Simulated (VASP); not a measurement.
Here is a VASP 6.6.1 calculation.

The input INCAR:

```
ALGO     = Normal         # electronic algorithm
EDIFF    = 1E-7           # SCF threshold, eV
EDIFFG   = -0.002         # ionic threshold
ENCUT    = 350            # plane-wave cutoff, eV
GGA      = CA             # functional
IBRION   = 2              # ionic algorithm
ISIF     = 3              # what is computed and relaxed
ISMEAR   = 0              # smearing method
LASPH    = True           # aspherical terms in the spheres
LCHARG   = False          # write CHGCAR
LREAL    = False          # projectors in reciprocal space
LWAVE    = False          # write WAVECAR
NELM     = 60             # most SCF steps
NSW      = 80             # ionic steps
PREC     = Accurate       # precision mode
SIGMA    = 0.1            # smearing width, eV
```

The input KPOINTS:

```
k-points
0
Gamma
  10 10 10
```

Contents of POSCAR:

```
Al
1.0
    0.0000000000      2.0248050000      2.0248050000
    2.0248050000      0.0000000000      2.0248050000
    2.0248050000      2.0248050000      0.0000000000
Al
1
Direct
    0.0000000000      0.0000000000      0.0000000000
```

Potentials or basis: VASP PAW LDA potentials, release 64 (Al).

Launch:

```bash
$ cat potpaw_LDA.64/Al/POTCAR > POTCAR
$ mpirun -np 1 vasp_std > vasp.out
```

(1) Estimate the space group after relaxing (to 0.05 Å).

(2) Predict the relaxed volume.

## Answers

(1) Fm-3m (No. 225).

(2) 15.75 Å³/atom.
